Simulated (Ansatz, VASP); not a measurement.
# CoO: VASP beside Ansatz, part 3 of 3

One calculation is typed for both programs; each brings its own data sets. How far apart do they land? The cell is taken from a series of runs on this material, whose earlier steps may have relaxed, scaled, displaced or heated it; both programs get it as it stands.

VASP 6.6.1 and Ansatz 0.2.0.

So far. Step 6 (VASP: single point, PBE, DFT+U, pair 2): The run ends at a pressure of -0.96 GPa, with forces up to 0.29 eV/Å.

## Step 7: Differences

What differs besides the data sets and the points named for the pairs above, as far as they apply: the data sets hold 69 valence electrons in Ansatz (on its default PAW (the set named soft_2) files) and 45 in VASP. Total energies have different zeros and are not compared.

Compared:

| quantity | Ansatz | VASP | difference |
| --- | --- | --- | --- |
| gap on the k mesh (eV) | 2.155 | 0.000 | +2.155 |
| total moment (μB) | 3.00 | 3.11 | -0.11 |
| moment on Co1 (μB) | 2.62 | 2.78 | -0.16 |
| moment on Co2 (μB) | 2.62 | 2.78 | -0.16 |
| moment on Co3 (μB) | -2.60 | -2.72 | +0.12 |
| moment on O4 (μB) | 0.16 | 0.22 | -0.05 |

The run of VASP shows no gap on this mesh, while the other program finds a gap of 2.15 eV: the two runs may hold unlike electronic states. A gap on the mesh is an upper bound, since the band edges may lie between its points.

## Step 8: Further runs

Further runs change the set-up of one program: Ansatz's method, potentials or start, or VASP's data sets, cutoff or form of LDA. The table gives Ansatz less VASP for each quantity, since a change that brings one quantity closer may part another.

| run | gap on the k mesh (eV) | total moment (μB) |
| --- | --- | --- |
| as above | 2.2 | -0.11 |
| VASP with the data sets Co_sv and O | 2.2 | 3.0e-4 |

## Step 9: Ansatz: single point, PBE, DFT+U, pair 3

A single point gives forces, pressure and levels at one fixed geometry, so differences don't come from the geometry; what else differs is listed under the comparison.

The cell is taken from a series of runs on this material, whose earlier steps may have relaxed, scaled, displaced or heated it; both programs get it as it stands.

input.yaml

```yaml
crystal:
  lattice:
    - [0.0, -2.1315, -2.1315]
    - [-4.263, 0.0, 0.0]
    - [2.1315, 4.263, -2.1315]
  atoms:
    - { symbol: Co, position: [0.666666667, 0.666666667, 0.333333333], spin: 3.0 }
    - { symbol: Co, position: [0.333333333, 0.333333333, 0.666666667], spin: 3.0 }
    - { symbol: Co, position: [0.0, 0.0, 0.0], spin: 3.0 }
    - { symbol: O, position: [0.666666667, 0.166666667, 0.333333333] }
    - { symbol: O, position: [0.333333333, 0.833333333, 0.666666667] }
    - { symbol: O, position: [0.0, 0.5, 0.0] }
magnetization:
  spin_polarized: true
kpoints:
  mp_grid: { grid: [9, 9, 9] }
hamiltonian:
  xc: pbe
  hubbard:
    sites:
      - { species: Co, l: d, u_eff: 3.5 }
      - { site: 0, l: d, u_eff: 3.5, starting_ns: [{ spin: up, occupation_matrix: co1_major }, { spin: down, occupation_matrix: co1_minor }] }
      - { site: 1, l: d, u_eff: 3.5, starting_ns: [{ spin: up, occupation_matrix: co1_major }, { spin: down, occupation_matrix: co1_minor }] }
      - { site: 2, l: d, u_eff: 3.5, starting_ns: [{ spin: up, occupation_matrix: co1_major }, { spin: down, occupation_matrix: co1_minor }] }
    projectors: ortho-atomic
    occupation_matrices:
      co1_major:
        matrix:
          - [0.997, 0.0, 0.0, 0.0, 0.0]
          - [0.0, 0.999, 0.0, 0.0, 0.0]
          - [0.0, 0.0, 0.999, 0.0, 0.0]
          - [0.0, 0.0, 0.0, 0.997, 0.0]
          - [0.0, 0.0, 0.0, 0.0, 0.999]
      co1_minor:
        matrix:
          - [0.174, -0.069, -0.069, 0.0, -0.138]
          - [-0.069, 0.654, -0.301, -0.12, 0.301]
          - [-0.069, -0.301, 0.654, 0.12, 0.301]
          - [0.0, -0.12, 0.12, 0.174, 0.0]
          - [-0.138, 0.301, 0.301, 0.0, 0.654]
scf:
  occupations: { method: fermi_dirac, width: 0.05 }
output:
  eigenvalues: true
```

The run is started by

```
$ ansatz run input.yaml --threads 4 --pin off --max-ram 8192MiB --backend cpu --events-out ev --progress --plain --runs-dir out
```

Numbers of over 12 decimals in the logs are rounded to 6 here.

The program printed:

```text
[...]
Crystal: 6 atoms, lattice volume = 58.104 Å³
Basis set: ecut = 420 eV, 1105 PW (Γ)
Bands: 47, of which v1, the nominal top of the filled ones, is band 35 counted from 1 (34 counted from 0)
Symmetry: 6 space group operations
k-points: 365 of 729
[...]
Starting moments: Σ|m| = 9 μB on 3 of 6 sites
[...]
k-point 1 ↑: bands = [... 31 lower, 10.6867, 10.8342, 10.9601, 11.1033, 11.1146, 11.2599, 11.8712, 12.9428, ... 8 higher]
  k-point 2 ↑: bands = [... 31 lower, 10.5308, 10.7190, 10.8383, 11.1928, 11.2064, 11.2635, 11.6989, 13.2171, ... 8 higher]
  k-point 364 ↓: bands = [... 31 lower, 15.5194, 15.5785, 16.0635, 16.1339, 16.1471, 16.2383, 16.4578, 17.3507, ... 8 higher]
Occupation matrices written to <dir>
[key lines of the parts left out:]
SCF converged after 12 iterations
Magnetization: 9.0000 μB (39.0000 up, 30.0000 down)
Free energy (F): -17074.020718 eV
Fermi energy:    14.142574 eV
```

## Step 10: VASP: single point, PBE, DFT+U, pair 3

The same cell, functional, mesh and smearing now go to VASP, with its own data sets.

INCAR

```
SYSTEM = CoO
PREC = Accurate
ENCUT = 520
EDIFF = 1E-06
NELM = 200
ISMEAR = -1
SIGMA = 0.05
LREAL = .FALSE.
ALGO = Normal
GGA = PE
NBANDS = 36
ISPIN = 2
MAGMOM = 2.6 2.6 2.6 0.23 0.23 0.23
LDAU = .TRUE.
LDAUTYPE = 2
LDAUL = 2 -1
LDAUU = 3.5 0
LDAUJ = 0 0
LDAUPRINT = 1
LASPH = .TRUE.
LMAXMIX = 4
LORBIT = 11
LWAVE = .FALSE.
LCHARG = .FALSE.
ISIF = 2
GGA_COMPAT = .FALSE.
KPAR = 2
```

POSCAR

```
CoO
1.0
    0.0000000000     -2.1315000000     -2.1315000000
   -4.2630000000      0.0000000000      0.0000000000
    2.1315000000      4.2630000000     -2.1315000000
Co O
3 3
Direct
    0.6666666667      0.6666666667      0.3333333333
    0.3333333333      0.3333333333      0.6666666667
    0.0000000000      0.0000000000      0.0000000000
    0.6666666667      0.1666666667      0.3333333333
    0.3333333333      0.8333333333      0.6666666667
    0.0000000000      0.5000000000      0.0000000000
```

KPOINTS

```
Automatic mesh
0
Gamma
9 9 9
0 0 0
```

Potentials, in the order of the species: Co and O (PBE family, release 64).

The run is started by

```
$ mpirun -np 2 vasp_std
```

The program printed:

```text
[... set-up lines as in an earlier step ...]
 entering main loop
       N       E                     dE             d eps       ncg     rms          rms(c)
DAV:   1     0.432951956057E+03    0.43295E+03   -0.20208E+04 18184   0.154E+03
DAV:   2     0.187650382140E+02   -0.41419E+03   -0.37360E+03 18332   0.368E+02
DAV:   3    -0.374320559545E+02   -0.56197E+02   -0.53152E+02 19936   0.150E+02
DAV:   4    -0.392217370324E+02   -0.17897E+01   -0.17743E+01 20488   0.283E+01
[...]
DAV:  19    -0.342445625682E+02    0.67070E-05   -0.16652E-05 20980   0.380E-02    0.153E-02
DAV:  20    -0.342445583090E+02    0.42592E-05   -0.28214E-05 11648   0.226E-02    0.153E-03
DAV:  21    -0.342445587342E+02   -0.42522E-06   -0.12699E-06 11320   0.800E-03
   1 F= -.34244559E+02 E0= -.34217934E+02  d E =-.532487E-01  mag=     9.0000
```

From OUTCAR (step 10):

```text
  Total       -2.7268107      0.5947901      0.5947901      0.0000000     -0.0006488      0.0000000
  in kB      -75.1896933     16.4008751     16.4008751      0.0000000     -0.0178888      0.0000000
  external PRESSURE =     -14.1293144 kB  Pullay stress =       0.0000000 kB

 POSITION                                       TOTAL-FORCE (eV/Angst)
 -----------------------------------------------------------------------------------
     -2.13150     -0.00000     -2.13150        -0.000000      0.000000      0.000000
      0.00000      2.13150     -2.13150         0.000000     -0.000000     -0.000000
      0.00000      0.00000      0.00000        -0.000000      0.000000     -0.000000
     -0.00000     -0.00000     -2.13150         0.000000      0.000000      0.000000
     -2.13150      2.13150     -2.13150        -0.000000      0.000000      0.000000
     -2.13150      0.00000      0.00000         0.000000     -0.000000      0.000000
 -----------------------------------------------------------------------------------
    total drift:                                0.000000     -0.000000     -0.000000

  FREE ENERGIE OF THE ION-ELECTRON SYSTEM (eV)
  ---------------------------------------------------
  free  energy   TOTEN  =       -34.2445587342 eV

  energy  without entropy=      -34.1913099988  energy(sigma->0) =      -34.21793437

 magnetization (x)
# of ion       s       p       d       tot
------------------------------------------
    1        0.020   0.017   2.713   2.751
    2        0.020   0.017   2.713   2.751
    3        0.020   0.017   2.713   2.751
    4        0.023   0.214   0.000   0.237
    5        0.023   0.214   0.000   0.237
    6        0.023   0.214   0.000   0.237
--------------------------------------------------
tot          0.129   0.694   8.139   8.962

[... 3 further parts left out ...]
[key lines of the parts left out:]
E-fermi :   7.6880
```

The run ends at a pressure of -1.41 GPa.

## Step 11: Differences

What differs besides the data sets and the points named for the pairs above, as far as they apply: the data sets hold 69 valence electrons in Ansatz (on its default PAW (the set named soft_2) files) and 45 in VASP. Total energies have different zeros and are not compared.

The two programs side by side:

| quantity | Ansatz | VASP | difference |
| --- | --- | --- | --- |
| total moment (μB) | 9.00 | 9.00 | 0.00 |
| moment on Co1 (μB) | 2.60 | 2.75 | -0.15 |
| moment on Co2 (μB) | 2.60 | 2.75 | -0.15 |
| moment on Co3 (μB) | 2.60 | 2.75 | -0.15 |
| moment on O4 (μB) | 0.23 | 0.24 | -0.01 |
| moment on O5 (μB) | 0.23 | 0.24 | -0.01 |
| moment on O6 (μB) | 0.23 | 0.24 | -0.01 |

## Step 12: Summary of results

```json
{"difference in total moment (single point, PBE, DFT+U, pair 1)": "0 μB", "difference in total moment (single point, PBE, DFT+U, pair 2)": "-0.11 μB", "difference in gap on the k mesh (single point, PBE, DFT+U, pair 2)": "2.2 eV", "difference in total moment (single point, PBE, DFT+U, pair 3)": "0 μB"}
```

In words: The difference in gap on the k mesh is 2.2 eV (single point, PBE, DFT+U, pair 2). The data sets hold unlike numbers of valence electrons (69 in Ansatz and 45 in VASP), so part of the differences comes from the potentials. By the marks of this series, far apart in the single point, PBE, DFT+U, pair 2 pair: the difference in gap on the k mesh, 2.2 eV. Single point, PBE, DFT+U, pair 2, VASP with the data sets Co_sv and O: the difference in total moment goes from -0.11 to 3.0e-4 μB. How closely two codes agree says nothing of how well the functional describes the real material.

[Lines on the potential files, build, host, timing and source positions are cut from VASP's logs without a mark.]

[Logs are printed without paths, hosts, clocks, repeated set-up lines and the standing remarks that a program may print on its own settings, such as how far it seeks lower states.]

[Hosts, paths, dates, database ids (printed as entryN), source tags and the programs' standing remarks are cut or masked in the printed files.]
